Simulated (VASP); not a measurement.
# LiMo3 (P6/mmm) in VASP: further runs

Runs on LiMo3. Level: PBE. Tasks: single point, relaxation of cell and atoms.

All numbers are computed with VASP 6.6.1; they aren't measurements. Logs are shortened: lines on timing, memory, paths and dates and some standing lists are left out, and cuts for length are marked.

### Step 1. Starting point

It takes space group P6/mmm (No. 191, hexagonal). The conventional cell has a = 5.319 Å, b = 5.319 Å, c = 2.581 Å, α = 90.00°, β = 90.00°, γ = 120.00°. Around Li (site symmetry 6/mmm) lie 2 Li at 2.58 Å and 12 Mo at 2.96 Å. Around Mo (site symmetry mmm) lie 6 Mo at 2.58 to 2.66 Å and 4 Li at 2.96 Å.

The cell was built by a generator and needn't be a form met in nature.

### Step 2. Single point, PBE

INCAR

```
SYSTEM = LiMo3
ALGO = Fast ; EDIFF = 1E-6
ENCUT = 520 ; GGA = PE
ISIF = 2 ; ISMEAR = 0
LASPH = .True. ; LCHARG = .False.
LREAL = .False. ; LWAVE = .False.
NBANDS = 30 ; NELM = 100
PREC = Accurate ; SIGMA = 0.1
```

KPOINTS

```
k-points
0
Gamma
  12 12 18
  0 0 0
```

POSCAR

```
LiMo3
1.0
    5.3192424603      0.0000000000      0.0000000000
   -2.6596212302      4.6065990995      0.0000000000
    0.0000000000      0.0000000000      2.5809819918
Li Mo
1 3
Direct
    0.0000000000      0.0000000000      0.5000000000
    0.5000000000      0.0000000000      0.0000000000
    0.5000000000      0.5000000000      0.0000000000
    0.0000000000      0.5000000000      0.0000000000
```

Potentials or basis: VASP PAW PBE potentials, release 64 (Li_sv, Mo_sv).

Command:

```console
$ cat potpaw_PBE.64/Li_sv/POTCAR potpaw_PBE.64/Mo_sv/POTCAR > POTCAR
$ mpirun -np 1 vasp_std > vasp.out
```

OUTCAR:

```text
SYSTEM = LiMo3
   EDIFF = 1E-6
   ENCUT = 520
   GGA = PE
   ISIF = 2
   ISMEAR = 0
   LASPH = .True.
   LREAL = .False.
   NELM = 100
   PREC = Accurate

 ion  position               nearest neighbor table
   1  0.000  0.000  0.500-   3 2.96   3 2.96   3 2.96   3 2.96   2 2.96   2 2.96   2 2.96   2 2.96
                             4 2.96   4 2.96   4 2.96   4 2.96
   2  0.500  0.000  0.000-   4 2.66   4 2.66   3 2.66   3 2.66   1 2.96   1 2.96   1 2.96   1 2.96

   3  0.500  0.500  0.000-   4 2.66   4 2.66   2 2.66   2 2.66   1 2.96   1 2.96   1 2.96   1 2.96

   4  0.000  0.500  0.000-   2 2.66   2 2.66   3 2.66   3 2.66   1 2.96   1 2.96   1 2.96   1 2.96

  LATTYP: Found a hexagonal cell.
 ALAT       =     5.3192424603
 C/A-ratio  =     0.4852160831

  Lattice vectors:

 A1 = (   5.3192424603,   0.0000000000,   0.0000000000)
 A2 = (  -2.6596212302,   4.6065990995,   0.0000000000)
 A3 = (   0.0000000000,   0.0000000000,   2.5809819918)

Analysis of symmetry for initial positions (statically):
=====================================================================
 Subroutine PRICEL returns:
 Original cell was already a primitive cell.

 Routine SETGRP: Setting up the symmetry group for a
 hexagonal supercell.

 Subroutine GETGRP returns: Found 24 space group operations
 (whereof 24 operations were pure point group operations)
 out of a pool of 24 trial point group operations.

The static configuration has the point symmetry D_6h.

Analysis of symmetry for dynamics (positions and initial velocities):
=====================================================================
 Subroutine PRICEL returns:
 Original cell was already a primitive cell.

 Routine SETGRP: Setting up the symmetry group for a
 hexagonal supercell.

 Subroutine GETGRP returns: Found 24 space group operations
 (whereof 24 operations were pure point group operations)
 out of a pool of 24 trial point group operations.

The dynamic configuration has the point symmetry D_6h.

 Subroutine INISYM returns: Found 24 space group operations
 (whereof 24 operations are pure point group operations),
 and found     1 'primitive' translations

----------------------------------------------------------------------------------------

                                     Primitive cell

  volume of cell :      63.2434

  direct lattice vectors                    reciprocal lattice vectors
     5.319242460  0.000000000  0.000000000     0.187996695  0.108539942  0.000000000
    -2.659621230  4.606599100  0.000000000     0.000000000  0.217079884  0.000000000
     0.000000000  0.000000000  2.580981992     0.000000000  0.000000000  0.387449429

  length of vectors
     5.319242460  5.319242460  2.580981992     0.217079884  0.217079884  0.387449429

  position of ions in fractional coordinates (direct lattice)
     0.000000000  0.000000000  0.500000000
     0.500000000  0.000000000  0.000000000
     0.500000000  0.500000000  0.000000000
     0.000000000  0.500000000  0.000000000

  ion indices of the primitive-cell ions
   primitive index   ion index
                 1           1
                 2           2
                 3           3
                 4           4

----------------------------------------------------------------------------------------

 KPOINTS: k-points

Automatic generation of k-mesh.
 Grid dimensions read from file:
 generate k-points for:   12   12   18

 Generating k-lattice:

  Cartesian coordinates                     Fractional coordinates (reciprocal lattice)
     0.015666391  0.009044995  0.000000000     0.083333333  0.000000000  0.000000000
     0.000000000  0.018089990  0.000000000     0.000000000  0.083333333  0.000000000
     0.000000000  0.000000000  0.021524968     0.000000000  0.000000000  0.055555556

  Length of vectors
     0.018089990  0.018089990  0.021524968

  Shift w.r.t. Gamma in fractional coordinates (k-lattice)
     0.000000000  0.000000000  0.000000000

 Subroutine IBZKPT returns following result:
 ===========================================

 Found    190 irreducible k-points:

 Following reciprocal coordinates:
            Coordinates               Weight
  0.000000  0.000000  0.000000      1.000000
  0.083333  0.000000  0.000000      6.000000
  0.166667  0.000000  0.000000      6.000000
  0.250000  0.000000  0.000000      6.000000
  0.333333 -0.000000  0.000000      6.000000
  0.416667  0.000000  0.000000      6.000000
[... 16 lines left out ...]
  0.250000  0.000000  0.055556     12.000000
  0.333333 -0.000000  0.055556     12.000000
 [... further k-points ...]
   k-points           NKPTS =    190   k-points in BZ     NKDIM =    190   number of bands    NBANDS=     30
   number of dos      NEDOS =    301   number of ions     NIONS =      4
   total plane-waves  NPLWV =  32000
   dimension x,y,z NGX =    40 NGY =   40 NGZ =   20
   dimension x,y,z NGXF=    80 NGYF=   80 NGZF=   40
   ions per type =               1   3
   NGX,Y,Z   is equivalent  to a cutoff of  12.50, 12.50, 12.88 a.u.
   NGXF,Y,Z  is equivalent  to a cutoff of  25.00, 25.00, 25.76 a.u.
 SYSTEM =  LiMo3
   PREC   = accura    normal or accurate (medium, high low for compatibility)
   ISTART =      0    job   : 0-new  1-cont  2-samecut
   ICHARG =      2    charge: 1-file 2-atom 10-const
   ISPIN  =      1    spin polarized calculation?
   LNONCOLLINEAR =      F non collinear calculations
   LSORBIT =      F    spin-orbit coupling
   LASPH  =      T    aspherical Exc in radial PAW
   ENCUT  =  520.0 eV  38.22 Ry    6.18 a.u.   9.89  9.89  4.80*2*pi/ulx,y,z
   NELM   =    100;   NELMIN=  2; NELMDL= -5     # of ELM steps
   EDIFF  = 0.1E-05   stopping-criterion for ELM
   LREAL  =      F    real-space projection
   EDIFFG = 0.1E-04   stopping-criterion for IOM
   NSW    =      0    number of steps for IOM
   IBRION =     -1    ionic relax: 0-MD 1-quasi-New 2-CG
   NFREE  =      0    steps in history (QN), initial steepest desc. (CG)
   ISIF   =      2    stress and relaxation
   ISYM   =      2    0-nonsym 1-usesym 2-fastsym
   POTIM  = 0.5000    time-step for ionic-motion
   TEBEG  =    0.0;   TEEND  =   0.0 temperature during run
   PSTRESS=    0.0 pullay stress
   NELECT =      45.0000    total number of electrons
   NUPDOWN=      -1.0000    fix difference up-down
   EMIN   =  10.00;   EMAX   =-10.00  energy-range for DOS
   EFERMI =   0.00;   METHOD = LEGACY
   ISMEAR =     0;   SIGMA  =   0.10  broadening in eV -4-tet -1-fermi 0-gaus
   EFERMI_NEDOS =   21; number of points for ismear=-14 and -15
   IALGO  =     68    algorithm
   IMIX   =      4    mixing-type and parameters
     AMIX     =   0.40;   BMIX     =  1.00
     AMIX_MAG =   1.60;   BMIX_MAG =  1.00
  volume/ion in A,a.u.               =      15.81       106.70
  Fermi-wavevector in a.u.,A,eV,Ry     =   1.461528  2.761888 29.062935  2.136065
  Thomas-Fermi vector in A             =   2.577849
   LORBIT       =      0    0 simple, 1 ext, 2 COOP (PROOUT), +10 PAW based schemes
   GGA     = PE    functional components
   LHFCALC =     F    Hartree Fock is set to
   AEXX    =    0.0000 exact exchange contribution
   IVDW    =     0    specifies the selected vdW correction
   LEPSILON=     F    determine dielectric tensor
   LRPA    =     F    only Hartree local field effects (RPA)
 non-spin polarized calculation
 RMM-DIIS sequential band-by-band and
 Gauss-broadening in eV      SIGMA  =   0.10
  energy-cutoff  :      520.00
  volume of cell :       63.24
 maximum number of plane-waves:      1728
 NGX is ok and might be reduce to    40
   NGX = 19   NGY = 19   NGZ =  9

 number of electron      44.9999995 magnetization

 Free energy of the ion-electron system (eV)
  ---------------------------------------------------
  ext. energy  EPLUGINS =         0.00000000
  ---------------------------------------------------
  free energy    TOTEN  =       -32.41076908 eV

  energy without entropy =      -32.39920068  energy(sigma->0) =      -32.40498488

 E-fermi :   9.1824     XC(G=0): -11.9807

 val. band max:        9.1800955079   @ k =   0.1667   0.0833   0.3889
 cond. band min:       9.1833873271   @ k =   0.3333   0.2500   0.0000
 fundamental gap:      0.0032918192
 Fermi energy:         9.1823746304

 k-point     1 :       0.0000    0.0000    0.0000
  band No.  band energies     occupation
      1     -51.7479      2.00000
      2     -51.5178      2.00000
      3     -51.5178      2.00000
      4     -35.4385      2.00000
      5     -26.6944      2.00000
      6     -26.0343      2.00000
[... 22 lines left out ...]
     29      12.8859      0.00000
     30      13.2441      0.00000

 k-point     2 :       0.0833    0.0000    0.0000
  band No.  band energies     occupation
      1     -51.7445      2.00000
      2     -51.5214      2.00000
      3     -51.5178      2.00000
      4     -35.4385      2.00000
      5     -26.6747      2.00000
      6     -26.0317      2.00000
[... 22 lines left out ...]
     29      12.8575      0.00000
     30      13.1765      0.00000

 k-point     3 :       0.1667    0.0000    0.0000
  band No.  band energies     occupation
      1     -51.7346      2.00000
      2     -51.5317      2.00000
      3     -51.5179      2.00000
      4     -35.4386      2.00000
      5     -26.6185      2.00000
      6     -26.0228      2.00000
[... 22 lines left out ...]
     29      12.7707      0.00000
     30      12.9564      0.00000

 k-point     4 :       0.2500    0.0000    0.0000
  band No.  band energies     occupation
      1     -51.7192      2.00000
      2     -51.5478      2.00000
      3     -51.5179      2.00000
      4     -35.4387      2.00000
      5     -26.5348      2.00000
      6     -26.0032      2.00000
[... 22 lines left out ...]
     29      12.6185      0.00000
     30      12.6417      0.00000

 k-point     5 :       0.3333   -0.0000    0.0000
  band No.  band energies     occupation
      1     -51.7001      2.00000
      2     -51.5674      2.00000
      3     -51.5180      2.00000
      4     -35.4389      2.00000
      5     -26.4419      2.00000
      6     -25.9630      2.00000
[... 22 lines left out ...]
     29      12.2697      0.00000
     30      12.4132      0.00000
[... 526 lines left out ...]
     29      12.7028      0.00000
     30      13.0477      0.00000

 k-point    22 :       0.1667    0.0000    0.0556
  band No.  band energies     occupation
      1     -51.7283      2.00000
      2     -51.5257      2.00000
      3     -51.5119      2.00000
      4     -35.4374      2.00000
      5     -26.6118      2.00000
      6     -26.0168      2.00000
[... 22 lines left out ...]
     29      12.6112      0.00000
     30      12.8255      0.00000

 k-point    23 :       0.2500    0.0000    0.0556
  band No.  band energies     occupation
      1     -51.7129      2.00000
      2     -51.5417      2.00000
      3     -51.5119      2.00000
      4     -35.4376      2.00000
      5     -26.5281      2.00000
      6     -25.9973      2.00000
[... 22 lines left out ...]
     29      12.4509      0.00000
     30      12.5083      0.00000

 k-point    24 :       0.3333   -0.0000    0.0556
  band No.  band energies     occupation
      1     -51.6939      2.00000
      2     -51.5614      2.00000
      3     -51.5120      2.00000
      4     -35.4377      2.00000
      5     -26.4354      2.00000
      6     -25.9572      2.00000
[... 22 lines left out ...]
     29      12.2357      0.00000
     30      12.2365      0.00000

 [... further k-points ...]

------------------------ aborting loop because EDIFF is reached ----------------------------------------

  FORCE on cell =-STRESS in cart. coord.  units (eV):
  Direction    XX          YY          ZZ          XY          YZ          ZX
  --------------------------------------------------------------------------------------
  -------------------------------------------------------------------------------------
  Total        0.1149325      0.1149325      0.1635405     -0.0000000     -0.0000000      0.0000000
  in kB        2.9116434      2.9116434      4.1430563     -0.0000000     -0.0000000      0.0000000
  external PRESSURE =       3.3221144 kB  Pullay stress =       0.0000000 kB

 VOLUME and BASIS-vectors are now :
 -----------------------------------------------------------------------------
  energy-cutoff  :      520.00
  volume of cell :       63.24
      direct lattice vectors                 reciprocal lattice vectors
     5.319242460  0.000000000  0.000000000     0.187996695  0.108539942  0.000000000
    -2.659621230  4.606599100  0.000000000     0.000000000  0.217079884  0.000000000
     0.000000000  0.000000000  2.580981992     0.000000000  0.000000000  0.387449429

 POSITION                                       TOTAL-FORCE (eV/Angst)
 -----------------------------------------------------------------------------------
      0.00000      0.00000      1.29049        -0.000000      0.000000      0.000000
      2.65962      0.00000      0.00000        -0.000000      0.000000      0.000000
      1.32981      2.30330      0.00000         0.000000      0.000000      0.000000
     -1.32981      2.30330      0.00000        -0.000000      0.000000      0.000000
 -----------------------------------------------------------------------------------
    total drift:                               -0.000000      0.000000     -0.000000

  FREE ENERGIE OF THE ION-ELECTRON SYSTEM (eV)
  ---------------------------------------------------
  free  energy   TOTEN  =       -32.4107690776 eV

  energy  without entropy=      -32.3992006795  energy(sigma->0) =      -32.40498488
```

Run time: 8.1 min. Hardware: 1 thread of Intel Xeon Platinum 8488C (Sapphire Rapids), shared host; peak memory 0.38 GiB.

What came out:

- Free energy: -32.4108 eV
- Band gap on the k mesh: none (metal or under the smearing width)

Caveat: the cutoff is under 1.25 times the usual one of these potentials, so pressure, stress and relaxed cells hold a basis-set (Pulay) error.

### Step 3. Single point, PBE

This run uses another cell than the first one, of 15.72 Å³/atom, 0.994 times its volume.

INCAR

```
SYSTEM = LiMo3
ALGO = Normal
EDIFF = 1E-6
ENCUT = 520
GGA = PE
ISIF = 2
ISMEAR = 0
LASPH = .TRUE.
LCHARG = .FALSE.
LREAL = .FALSE.
LWAVE = .FALSE.
NBANDS = 30
NELM = 100
PREC = Accurate
SIGMA = 0.1
```

KPOINTS

```
k-points
0
G
  6 6 6
  0 0 0
```

POSCAR

```
LiMo3
1.0
    5.3230355121      0.0000000000      0.0000000000
   -2.6615177560      4.6098839788      0.0000000000
    0.0000000000      0.0000000000      2.5630936933
Li Mo
1 3
Direct
    0.0000000000      0.0000000000      0.5000000000
    0.5000000000      0.0000000000      0.0000000000
    0.5000000000      0.5000000000      0.0000000000
    0.0000000000      0.5000000000      0.0000000000
```

Potentials or basis: VASP PAW PBE potentials, release 64 (Li_sv, Mo_sv).

Command:

```console
$ cat potpaw_PBE.64/Li_sv/POTCAR potpaw_PBE.64/Mo_sv/POTCAR > POTCAR
$ mpirun -np 1 vasp_std > vasp.out
```

Wall time 39 s (1 thread of Intel Xeon Platinum 8488C (Sapphire Rapids), shared host); peak memory 0.19 GiB.

It converged, with:

* Free energy: -32.5539 eV
* Band gap on the k mesh: none (metal or under the smearing width)

Levels at points of the mesh, in eV from the Fermi level:
```tsv
k point	band 20	band 21	band 22	band 23	band 24	band 25
(0.00, 0.00, 0.00)	-2.92	0.66	0.81	0.81	1.55	1.60
(0.50, 0.00, 0.00)	-1.80	-1.71	-1.51	-1.11	1.31	1.64
(0.00, 0.00, 0.50)	-2.17	0.04	0.63	0.69	0.69	2.35
(0.50, 0.00, 0.50)	-1.34	-0.69	0.20	0.29	0.49	0.56
```

Caveat: the k mesh is coarse (spacing up to 0.41 Å⁻¹), so the values aren't converged; the cutoff is under 1.25 times the usual one of these potentials, so pressure, stress and relaxed cells hold a basis-set (Pulay) error.

### Step 4. Relaxation of cell and atoms, PBE

This run uses another cell than the first one, of 15.76 Å³/atom, 0.997 times its volume.

INCAR

```
SYSTEM = LiMo3
  PREC = Accurate
  ENCUT = 600
  EDIFF = 1E-6
  ISMEAR = 0
  SIGMA = 0.1
  LREAL = .False.
  LASPH = .True.
  NELM = 100
  ALGO = Normal
  ISIF = 3
  LWAVE = .False.
  LCHARG = .False.
  GGA = PE
  IBRION = 2
  NSW = 90
  EDIFFG = -0.04
```

KPOINTS

```
Automatic mesh
0
Gamma
  6 6 6
  0 0 0
```

POSCAR

```
LiMo3
1.0
    5.3299696471      0.0000000000      0.0000000000
   -2.6649848235      4.6158891158      0.0000000000
    0.0000000000      0.0000000000      2.5628960371
Li Mo
1 3
Direct
    0.0000000000      0.0000000000      0.5000000000
    0.5000000000      0.0000000000      0.0000000000
    0.5000000000      0.5000000000      0.0000000000
    0.0000000000      0.5000000000      0.0000000000
```

Command:

```console
$ cat potpaw_PBE.64/Li_sv/POTCAR potpaw_PBE.64/Mo_sv/POTCAR > POTCAR
$ mpirun -np 1 vasp_std > vasp.out
```

Run time: 45 s. Hardware: 1 thread of Intel Xeon Platinum 8488C (Sapphire Rapids), shared host; peak memory 0.22 GiB.

It converged, with:

```
Free energy             : -32.5541 eV
Pressure after relaxing : -0.1 GPa
Band gap on the k mesh  : none (metal or under the smearing width)
```

Stress tensor (GPa, compression positive):
```
-0.33  0.00  0.00
 0.00 -0.33  0.00
 0.00  0.00  0.24
```

Final structure:
```cif
data_structure
_symmetry_space_group_name_H-M 'P 1'
_symmetry_Int_Tables_number 1
_cell_length_a 5.3300
_cell_length_b 5.3300
_cell_length_c 2.5629
_cell_angle_alpha 90.000
_cell_angle_beta 90.000
_cell_angle_gamma 120.000
_cell_volume 63.05
loop_
_atom_site_label
_atom_site_type_symbol
_atom_site_fract_x
_atom_site_fract_y
_atom_site_fract_z
_atom_site_occupancy
Li1 Li 0.00000 0.00000 0.50000 1
Mo1 Mo 0.50000 0.00000 0.00000 1
Mo2 Mo 0.50000 0.50000 0.00000 1
Mo3 Mo 0.00000 0.50000 0.00000 1
```

Levels at points of the mesh, in eV from the Fermi level:
| k point | band 18 | band 19 | band 20 | band 21 | band 22 | band 23 | band 24 | band 25 | band 26 | band 27 |
| --- | --- | --- | --- | --- | --- | --- | --- | --- | --- | --- |
| (0.00, 0.00, 0.00) | -3.47 | -2.92 | -2.92 | 0.68 | 0.80 | 0.80 | 1.54 | 1.59 | 1.59 | 1.89 |
| (0.50, 0.00, 0.00) | -2.96 | -2.62 | -1.80 | -1.71 | -1.51 | -1.11 | 1.33 | 1.63 | 2.37 | 2.44 |
| (0.00, 0.00, 0.50) | -2.54 | -2.16 | -2.16 | 0.03 | 0.63 | 0.67 | 0.67 | 2.34 | 2.34 | 5.33 |
| (0.50, 0.00, 0.50) | -2.63 | -1.84 | -1.33 | -0.68 | 0.20 | 0.29 | 0.49 | 0.55 | 0.62 | 2.34 |

Caveat: the k mesh is coarse (spacing up to 0.41 Å⁻¹), so the values aren't converged; the cutoff is under 1.25 times the usual one of these potentials, so pressure, stress and relaxed cells hold a basis-set (Pulay) error; the relaxation stopped at its first step, so nothing moved.

### Step 5. Overview

```csv
task,cell,k mesh,cutoff (eV),mesh quality,gap on the mesh (eV)
single point,"P6/mmm, 15.81 Å³/atom",12 × 12 × 18,520,not flagged,none
single point,"P6/mmm, 15.72 Å³/atom",6 × 6 × 6,520,coarse,none
relaxation of cell and atoms,relaxed,6 × 6 × 6,600,coarse,none
```

Alike in all rows: level PBE; potentials or basis VASP PAW PBE potentials, release 64 (Li_sv, Mo_sv); no spin polarisation; smearing gaussian 0.1 eV.

Caveats: some runs use coarse meshes; the cutoff is under 1.25 times the usual one of these potentials, so pressure, stress and relaxed cells hold a basis-set (Pulay) error; the relaxation stopped at its first step, so nothing moved (some runs).

Absolute energies hang on the potentials; compare differences alone.
